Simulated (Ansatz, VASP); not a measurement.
BeZn3Se4: VASP beside Ansatz

```
Be Zn Se
1.0
     5.28790    0.00000    0.00000
     0.00000    5.28790    0.00000
     0.00000    0.00000    5.28790
Be Zn Se
1 3 4
Cartesian
  2.6440 2.6440 2.6440
  2.6440 0.0000 0.0000
  0.0000 2.6440 0.0000
  0.0000 0.0000 2.6440
  0.0000 0.0000 0.0000
  0.0000 2.6440 2.6440
  2.6440 0.0000 2.6440
  2.6440 2.6440 0.0000
```

Alike in both runs: functional PBE; k mesh 2 × 2 × 2; occupations gaussian, width 0.15 eV; no spin polarisation.

Ansatz relaxed the structure, and its values are those at the end. VASP's run is a single point on that final structure, the one shown.

|  | VASP | Ansatz |
| --- | --- | --- |
| version | VASP 6.6.1 | Ansatz 0.2.0 |
| potentials or method | VASP PAW PBE potentials, release 64 (Be, Zn, Se) | scalar-relativistic, plane waves, PAW |
| plane-wave cutoff (eV) | 520 | 420 |
| valence electrons in the cell | 62 | 102 |

VASP gave:

- gap on the k mesh at the Fermi level (eV): none
- pressure (GPa): 1.0

Which values does Ansatz return?

gap on the k mesh at the Fermi level (eV): none; pressure (GPa): 0.8.

A gap of «none» marks a metal or a gap that the smearing closes. The two sets of potentials don't hold the same shells in valence.

Caveats: the k mesh is coarse (spacing up to 0.59 Å⁻¹), so the values aren't converged.
